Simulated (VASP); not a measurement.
# Al2O3 (Corundum): cell size against the level of theory

Aim: relax Al2O3 (Corundum) at several levels and hold each cell against experiment. The levels: LDA, PBE, r2SCAN, PBE + D3(BJ), r2SCAN + rVV10, revPBE + D3(BJ), optB88-vdW and vdW-DF-cx. LASPH is on for some levels and off for others; the table marks which. The start is a cell from a database of measured crystal structures.

Program: VASP 6.6.1. Level of theory: LDA; plane waves and PAW (Al, O), in the first sound run; inputs show where later runs differ. Results are calculated unless marked as measured.

**What experiment says.**

“Standard Reference Material (SRM 1990) For Single Crystal Diffractometer Alignment” (2001, pmc:4865310) reports for Al2O3, corundum, by single-crystal X-ray diffraction (one undoped alumina crystal): lattice constant a (a, hexagonal setting) 4.75999 ± 3e-05 Å; lattice constant c (c, hexagonal setting) 12.9948 ± 7e-05 Å.

This is a report of a sequence of runs, with most program output left out.

### Step 1. Set-up

Before any relaxation, the start is as follows. Symmetry: R-3c, No. 167, trigonal system. The conventional cell has a = 4.760 Å, b = 4.760 Å, c = 12.996 Å, α = 90.00°, β = 90.00°, γ = 120.00°. Nearest to Al lie 6 O at 1.85 to 1.97 Å. Nearest to O lie 4 Al at 1.85 to 1.97 Å. Farther neighbours and most contacts between anions are not listed.

Structure file:

```
Al O
1.0
     2.38025    1.37424    4.33187
    -2.38025    1.37424    4.33187
     0.00000   -2.74848    4.33187
Al O
4 6
Direct
  0.35216 0.35216 0.35216
  0.14784 0.14784 0.14784
  0.64784 0.64784 0.64784
  0.85216 0.85216 0.85216
  0.55668 0.94332 0.25000
  0.25000 0.55668 0.94332
  0.94332 0.25000 0.55668
  0.44332 0.05668 0.75000
  0.75000 0.44332 0.05668
  0.05668 0.75000 0.44332
```

### Step 2. Relaxation with LDA

The start need not lie at this functional's minimum. ISIF = 3 frees volume, shape and positions, and EDIFFG sets the threshold on forces and stress at which the search stops. LDA, the lowest rung, knows the local density alone.

INCAR reads:

```
SYSTEM = Al2O3
PREC = Accurate
ENCUT = 560
EDIFF = 1E-06
NELM = 100
ISMEAR = -1
SIGMA = 0.05
LREAL = .FALSE.
ALGO = Normal
GGA = CA
NBANDS = 34
LORBIT = 11
LWAVE = .FALSE.
LCHARG = .FALSE.
KPAR = 8
IBRION = 2
NSW = 60
ISIF = 3
EDIFFG = -0.01
```

POSCAR reads:

```
Al2O3
1.0
    2.3802500000      1.3742379782      4.3318666667
   -2.3802500000      1.3742379782      4.3318666667
    0.0000000000     -2.7484759565      4.3318666667
Al O
4 6
Direct
    0.3521600000      0.3521600000      0.3521600000
    0.1478400000      0.1478400000      0.1478400000
    0.6478400000      0.6478400000      0.6478400000
    0.8521600000      0.8521600000      0.8521600000
    0.5566800000      0.9433200000      0.2500000000
    0.2500000000      0.5566800000      0.9433200000
    0.9433200000      0.2500000000      0.5566800000
    0.4433200000      0.0566800000      0.7500000000
    0.7500000000      0.4433200000      0.0566800000
    0.0566800000      0.7500000000      0.4433200000
```

KPOINTS reads:

```
Automatic mesh
0
Gamma
5 5 5
0 0 0
```

Potentials, in the order of the species: Al and O (PBE family, release 64).

Command:

```bash
$ mpirun -np 8 vasp_std
```

Run time: 22 s. Hardware: 8 MPI ranks of AMD EPYC 9R45, shared host; peak memory 1.9 GiB; 2.3 min of CPU time.

The gap is read on the k-mesh alone, so it is an upper bound where the band edges lie off the mesh. The PAW data sets were made with PBE, though LDA sets exist; this is a small mismatch. The run keeps the 12 symmetry operations of its start, so it cannot find a distortion of lower symmetry.

Relaxation path:

```
step  energy less that of the first step (eV)  largest force (eV/Å)  pressure (GPa)  volume (Å³)
   1                                   0.0000                0.1303           -3.92        85.02
   2                                  -0.0026                0.0576            4.00        82.49
   3                                  -0.0178                0.0372            0.07        83.69
   4                                  -0.0178                0.0350            0.18        83.66
   5                                  -0.0181                0.0147            0.05        83.71
   6                                  -0.0181                0.0093            0.07        83.70
```

| conventional cell, symmetrised | before | after | change |
| --- | --- | --- | --- |
| a (Å) | 4.760 | 4.739 | -0.5 % |
| b (Å) | 4.760 | 4.739 | -0.5 % |
| c (Å) | 12.996 | 12.913 | -0.6 % |
| volume (Å³/atom) | 8.50 | 8.37 | -1.5 % |

Final coordinates:

```cif
data_structure
_symmetry_space_group_name_H-M 'P 1'
_symmetry_Int_Tables_number 1
_cell_length_a 5.1002
_cell_length_b 5.1002
_cell_length_c 5.1002
_cell_angle_alpha 55.362
_cell_angle_beta 55.362
_cell_angle_gamma 55.362
_cell_volume 83.70
loop_
_atom_site_label
_atom_site_type_symbol
_atom_site_fract_x
_atom_site_fract_y
_atom_site_fract_z
_atom_site_occupancy
Al1 Al 0.35198 0.35198 0.35198 1
Al2 Al 0.14802 0.14802 0.14802 1
Al3 Al 0.64802 0.64802 0.64802 1
Al4 Al 0.85198 0.85198 0.85198 1
O5 O 0.55568 0.94432 0.25000 1
O6 O 0.25000 0.55568 0.94432 1
O7 O 0.94432 0.25000 0.55568 1
O8 O 0.44432 0.05568 0.75000 1
O9 O 0.75000 0.44432 0.05568 1
O10 O 0.05568 0.75000 0.44432 1
```

Numbers from this step:

| Quantity | Value |
| --- | --- |
| electrons | 48 |
| bands | 34 |
| irreducible k-points | 19 |
| symmetry operations | 12 |
| free energy (TOTEN) | -83.2218 eV |
| Fermi energy | 7.117 eV |
| pressure | 0.07095 GPa |
| metallic | no |
| valence top at k | 0, 0, 0 |
| conduction bottom at k | 0, 0, 0 |
| least direct gap at k | 0, 0, 0 |
| SCF cycles over all ionic steps | 37 |
| gap on the k-mesh | 6.384 eV |
| least direct gap on the k-mesh | 6.384 eV |

It ends with a largest force of 0.009 eV/Å and a pressure of 0.07 GPa. The volume lies -1.5 % from that of the database's start, which holds the thermal and zero-point expansion of its experiment. The conventional cell has a = 4.739 and c = 12.913 Å.

### Step 3. Relaxation with PBE

This step: PBE; plane waves and PAW (Al, O) (VASP 6.6.1).

PBE, the usual starting point, adds the gradient of the density.

Edit INCAR of step 2 so:

```diff
@@ -9,3 +9,3 @@
 ALGO = Normal
-GGA = CA
+GGA = PE
 NBANDS = 34
```

POSCAR is that of step 2.

KPOINTS is that of step 2.

Command:

```bash
$ mpirun -np 8 vasp_std
```

Elapsed: 25 s, on 8 MPI ranks; peak memory 2.1 GiB; 2.6 min of CPU time.

Step by step:

| step | energy less that of the first step (eV) | largest force (eV/Å) | pressure (GPa) | volume (Å³) |
| --- | --- | --- | --- | --- |
| 1 | 0.0000 | 0.0273 | 7.05 | 85.02 |
| 2 | -0.0151 | 0.0492 | -5.45 | 89.70 |
| 3 | -0.0535 | 0.0382 | -0.02 | 87.51 |
| 4 | -0.0534 | 0.0379 | 0.12 | 87.46 |
| 5 | -0.0537 | 0.0038 | 0.11 | 87.47 |

```csv
"conventional cell, symmetrised",before,after,change
a (Å),4.760,4.806,+1.0 %
b (Å),4.760,4.806,+1.0 %
c (Å),12.996,13.118,+0.9 %
volume (Å³/atom),8.50,8.75,+2.9 %
```

Final coordinates:

```xyz
10
Lattice="2.4031 1.3874 4.3725 -2.4031 1.3874 4.3725 0.0000 -2.7748 4.3725" Properties=species:S:1:pos:R:3 pbc="T T T"
Al    0.0000    0.0000    4.6194
Al    0.0000    0.0000    1.9394
Al    0.0000    0.0000    8.4982
Al    0.0000    0.0000   11.1781
O    -0.9315    1.3874    7.6519
O    -0.7358   -1.5004    7.6519
O     1.6673    0.1130    7.6519
O     0.9315   -1.3874    5.4656
O     0.7358    1.5004    5.4656
O    -1.6673   -0.1130    5.4656
```

Numbers from this step:

```yaml
free_energy_toten: -74.8126 eV
fermi_energy: 6.964 eV
pressure: 0.1139 GPa
scf_cycles_over_all_ionic_steps: 36
gap_on_the_k_mesh: 5.866 eV
least_direct_gap_on_the_k_mesh: 5.866 eV
```

It ends at 8.747 Å³/atom, +2.9 % from the start, with 0.11 GPa left. The conventional cell has a = 4.806 and c = 13.118 Å.

### Step 4. Relaxation with r2SCAN

This step: r2SCAN; plane waves and PAW (Al, O) (VASP 6.6.1).

r2SCAN adds the kinetic-energy density, costs more than a GGA and is run with LASPH.

Edit INCAR of step 3 so:

```diff
@@ -9,3 +9,4 @@
 ALGO = Normal
-GGA = PE
+METAGGA = R2SCAN
+LASPH = .TRUE.
 NBANDS = 34
```

POSCAR is that of step 3.

KPOINTS is that of step 3.

Command:

```bash
$ mpirun -np 8 vasp_std
```

The job ended after 1.8 min (8 MPI ranks; peak memory 2.2 GiB).

The PAW data sets were made with PBE, which is usual practice but a small mismatch for other functionals.

The steps of the relaxation:

```
step  energy less that of the first step (eV)  largest force (eV/Å)  pressure (GPa)  volume (Å³)
   1                                   0.0000                0.0801           -0.84        85.02
   2                                  -0.0012                0.0265            0.85        84.47
   3                                  -0.0017                0.0297            0.24        84.66
   4                                  -0.0017                0.0323            0.19        84.68
   5                                  -0.0018                0.0087           -0.05        84.76
```

```csv
"conventional cell, symmetrised",before,after,change
a (Å),4.760,4.756,-0.1 %
b (Å),4.760,4.756,-0.1 %
c (Å),12.996,12.980,-0.1 %
volume (Å³/atom),8.50,8.48,-0.3 %
```

Final coordinates:

```cif
data_structure
_symmetry_space_group_name_H-M 'P 1'
_symmetry_Int_Tables_number 1
_cell_length_a 5.1246
_cell_length_b 5.1246
_cell_length_c 5.1246
_cell_angle_alpha 55.296
_cell_angle_beta 55.296
_cell_angle_gamma 55.296
_cell_volume 84.76
loop_
_atom_site_label
_atom_site_type_symbol
_atom_site_fract_x
_atom_site_fract_y
_atom_site_fract_z
_atom_site_occupancy
Al1 Al 0.35185 0.35185 0.35185 1
Al2 Al 0.14815 0.14815 0.14815 1
Al3 Al 0.64815 0.64815 0.64815 1
Al4 Al 0.85185 0.85185 0.85185 1
O5 O 0.55620 0.94380 0.25000 1
O6 O 0.25000 0.55620 0.94380 1
O7 O 0.94380 0.25000 0.55620 1
O8 O 0.44380 0.05620 0.75000 1
O9 O 0.75000 0.44380 0.05620 1
O10 O 0.05620 0.75000 0.44380 1
```

It ends at 8.476 Å³/atom, -0.3 % from the start, with -0.05 GPa left. The conventional cell has a = 4.756 and c = 12.980 Å.

### Step 5. Relaxation with PBE + D3(BJ)

This step: PBE with D3(BJ); plane waves and PAW (Al, O) (VASP 6.6.1).

A dispersion term adds the long-range attraction that semilocal functionals lack. D3 with Becke-Johnson damping keeps a finite attraction at short range.

Edit INCAR of step 4 so:

```diff
@@ -9,4 +9,4 @@
 ALGO = Normal
-METAGGA = R2SCAN
-LASPH = .TRUE.
+GGA = PE
+IVDW = 12
 NBANDS = 34
```

POSCAR is that of step 4.

KPOINTS is that of step 4.

Command:

```bash
$ mpirun -np 8 vasp_std
```

Run time: 27 s. Hardware: 8 MPI ranks; peak memory 2.2 GiB.

Relaxation path:

```
step  energy less that of the first step (eV)  largest force (eV/Å)  pressure (GPa)  volume (Å³)
   1                                   0.0000                0.0264            2.48        85.02
   2                                  -0.0017                0.0215           -2.10        86.65
   3                                  -0.0068                0.0181           -0.01        85.89
   4                                  -0.0068                0.0181           -0.06        85.90
   5                                  -0.0068                0.0043           -0.05        85.90
```

| conventional cell, symmetrised | before | after | change |
| --- | --- | --- | --- |
| a (Å) | 4.760 | 4.778 | +0.4 % |
| b (Å) | 4.760 | 4.778 | +0.4 % |
| c (Å) | 12.996 | 13.033 | +0.3 % |
| volume (Å³/atom) | 8.50 | 8.59 | +1.0 % |

Final coordinates:

```
Al O
1.0
     2.38918    1.37939    4.34421
    -2.38918    1.37939    4.34421
     0.00000   -2.75879    4.34421
Al O
4 6
Direct
  0.35211 0.35211 0.35211
  0.14789 0.14789 0.14789
  0.64789 0.64789 0.64789
  0.85211 0.85211 0.85211
  0.55639 0.94361 0.25000
  0.25000 0.55639 0.94361
  0.94361 0.25000 0.55639
  0.44361 0.05639 0.75000
  0.75000 0.44361 0.05639
  0.05639 0.75000 0.44361
```

It ends at 8.590 Å³/atom, +1.0 % from the start, with -0.05 GPa left. The conventional cell has a = 4.778 and c = 13.033 Å. Against plain PBE, the dispersion term moves a by -0.6 % and c by -0.6 %.

### Step 6. Relaxation with r2SCAN + rVV10

This step: r2SCAN with rVV10; plane waves and PAW (Al, O) (VASP 6.6.1).

LUSE_VDW switches on a nonlocal correlation term for dispersion.

Edit INCAR of step 5 so:

```diff
@@ -9,4 +9,8 @@
 ALGO = Normal
-GGA = PE
-IVDW = 12
+METAGGA = R2SCAN
+LUSE_VDW = .TRUE.
+IVDW_NL = 2
+BPARAM = 11.95
+CPARAM = 0.0093
+LASPH = .TRUE.
 NBANDS = 34
```

POSCAR is that of step 5.

KPOINTS is that of step 5.

Command:

```bash
$ mpirun -np 8 vasp_std
```

The job ended after 4.6 min (8 MPI ranks; peak memory 4.1 GiB).

It ends at 8.438 Å³/atom, -0.8 % from the start, with -0.01 GPa left. The conventional cell has a = 4.750 and c = 12.957 Å. Against plain r2SCAN, the dispersion term moves a by -0.1 % and c by -0.2 %.

### Step 7. Relaxation with revPBE + D3(BJ)

This step: revPBE with D3(BJ); plane waves and PAW (Al, O) (VASP 6.6.1).

revPBE by itself binds more weakly than PBE and expands cells; dispersion terms fitted to it are the larger for that.

Edit INCAR of step 6 so:

```diff
@@ -9,8 +9,4 @@
 ALGO = Normal
-METAGGA = R2SCAN
-LUSE_VDW = .TRUE.
-IVDW_NL = 2
-BPARAM = 11.95
-CPARAM = 0.0093
-LASPH = .TRUE.
+GGA = RE
+IVDW = 12
 NBANDS = 34
```

POSCAR is that of step 6.

KPOINTS is that of step 6.

Command:

```bash
$ mpirun -np 8 vasp_std
```

Wall time 18 s (8 MPI ranks); peak memory 2.3 GiB.

It ends at 8.553 Å³/atom, +0.6 % from the start, with 0.00 GPa left. The conventional cell has a = 4.771 and c = 13.014 Å.

### Step 8. Relaxation with optB88-vdW

This step: optB88-vdW; plane waves and PAW (Al, O) (VASP 6.6.1).

optB88-vdW pairs nonlocal correlation with a B88-type exchange refitted to the binding of molecular dimers.

Edit INCAR of step 7 so:

```diff
@@ -9,4 +9,8 @@
 ALGO = Normal
-GGA = RE
-IVDW = 12
+GGA = BO
+AGGAC = 0
+LUSE_VDW = .TRUE.
+PARAM1 = 0.1833333333
+PARAM2 = 0.22
+LASPH = .TRUE.
 NBANDS = 34
```

POSCAR is that of step 7.

KPOINTS is that of step 7.

Command:

```bash
$ mpirun -np 8 vasp_std
```

The job ended after 3 min (8 MPI ranks; peak memory 4.9 GiB).

It ends at 8.674 Å³/atom, +2.0 % from the start, with 0.08 GPa left. The conventional cell has a = 4.794 and c = 13.076 Å.

### Step 9. Relaxation with vdW-DF-cx

This step: vdW-DF-cx; plane waves and PAW (Al, O) (VASP 6.6.1).

vdW-DF-cx takes its exchange from the same plasmon model as its correlation.

Edit INCAR of step 8 so:

```diff
@@ -9,7 +9,5 @@
 ALGO = Normal
-GGA = BO
+GGA = CX
 AGGAC = 0
 LUSE_VDW = .TRUE.
-PARAM1 = 0.1833333333
-PARAM2 = 0.22
 LASPH = .TRUE.
```

POSCAR is that of step 8.

KPOINTS is that of step 8.

Command:

```bash
$ mpirun -np 8 vasp_std
```

Run time: 2.7 min. Hardware: 8 MPI ranks; peak memory 4.9 GiB; 21 min of CPU time.

It ends at 8.616 Å³/atom, +1.3 % from the start, with 0.00 GPa left. The conventional cell has a = 4.785 and c = 13.038 Å.

### Step 10. The cells as a table

This step: relaxed cells at several levels; plane waves and PAW (VASP 6.6.1).

Derived from the runs above.

Lengths are those of the conventional cell; cost is the wall time of each run, as given at its step, times its ranks, without the set-up around it; LASPH differs between rows, which moves results and costs too. Results by level, by row:

```
          level  volume (Å³/atom)  change from the start (%)  a (Å)  c (Å)  cost (core minutes)  LASPH
            LDA              8.37                       -1.5  4.739  12.91                 2.93    off
            PBE              8.75                        2.9  4.806  13.12                 3.33    off
         r2SCAN              8.48                       -0.3  4.756  12.98                 14.5     on
   PBE + D3(BJ)              8.59                          1  4.778  13.03                  3.6    off
 r2SCAN + rVV10              8.44                       -0.8   4.75  12.96                 36.7     on
revPBE + D3(BJ)              8.55                        0.6  4.771  13.01                 2.45    off
     optB88-vdW              8.67                          2  4.794  13.08                   24     on
      vdW-DF-cx              8.62                        1.3  4.785  13.04                 21.6     on
```

### Step 11. What came out

```yaml
volume_lda: 8.370 Å³/atom
volume_pbe: 8.747 Å³/atom
volume_r2scan: 8.476 Å³/atom
volume_pbe_d3_bj: 8.590 Å³/atom
volume_r2scan_rvv10: 8.438 Å³/atom
volume_revpbe_d3_bj: 8.553 Å³/atom
volume_optb88_vdw: 8.674 Å³/atom
volume_vdw_df_cx: 8.616 Å³/atom
```

**Reading.** For Al2O3 (Corundum) the levels give volumes between 8.370 Å³/atom (LDA) and 8.747 Å³/atom (PBE), a spread of 4.5 %, while the cost of the finished runs spans a factor of 15. Within 1 % of experiment on every length: LDA, PBE, r2SCAN, PBE + D3(BJ), r2SCAN + rVV10, revPBE + D3(BJ), optB88-vdW and vdW-DF-cx. The nearest, r2SCAN, took 5.9 times the core time of revPBE + D3(BJ) and lowers the largest miss from 0.24 to 0.11 %. Thermal and zero-point expansion, often some tenths of a per cent in length, bear on this order: with the measured lengths lowered by an assumed 0.4 % the nearest becomes r2SCAN + rVV10. The costs hold the number of ionic steps as well as the price of the functional. The closing table has room for seven levels; vdW-DF-cx stands in the table of levels alone. Adding D3(BJ) to PBE changes the volume by -1.8 % (a by -0.6 % and c by -0.6 %). Adding rVV10 to r2SCAN changes the volume by -0.4 % (a by -0.1 % and c by -0.2 %). Within 0.02 Å all end in space group R-3c; the runs can't lower the symmetry of the start. LASPH is on for some levels and off for others, so differences between them are not the functional's alone. Each is a single relaxation on the plane waves of the start cell, so larger changes of volume carry a basis-set error that was not tested here.

Computed beside measured:

```
              quantity  measured              LDA              PBE           r2SCAN     PBE + D3(BJ)   r2SCAN + rVV10  revPBE + D3(BJ)       optB88-vdW
lattice constant a (Å)   4.75999   4.739 (-0.5 %)   4.806 (+1.0 %)   4.756 (-0.1 %)   4.778 (+0.4 %)   4.750 (-0.2 %)   4.771 (+0.2 %)   4.794 (+0.7 %)
lattice constant c (Å)   12.9948  12.913 (-0.6 %)  13.118 (+0.9 %)  12.980 (-0.1 %)  13.033 (+0.3 %)  12.957 (-0.3 %)  13.014 (+0.2 %)  13.076 (+0.6 %)
```

Measured values from pmc:4865310 (2001).

**Verdict.** For the lattice constant a, of the levels listed nearest comes r2SCAN (-0.1 %, good agreement) and farthest PBE (+1.0 %, fair agreement). For the lattice constant c, of the levels listed nearest comes r2SCAN (-0.1 %, good agreement) and farthest PBE (+0.9 %, fair agreement). The grades are ours: good and fair within 0.7 and 1.5 % for the lattice constant a and 0.8 and 2 % for the lattice constant c. For lattice constants the calculation has a static lattice, without zero-point motion or thermal expansion.

[Lines on the potential files, build, host, timing and source positions are cut from VASP's logs without a mark.]

[Logs are printed without paths, hosts, clocks, repeated set-up lines and the standing remarks that a program may print on its own settings, such as how far it seeks lower states.]

[Hosts, paths, dates, database ids (printed as entryN), source tags and the programs' standing remarks are cut or masked in the printed files.]

[A measured line is paired with the nearest computed mode of its activity, which favours agreement.]
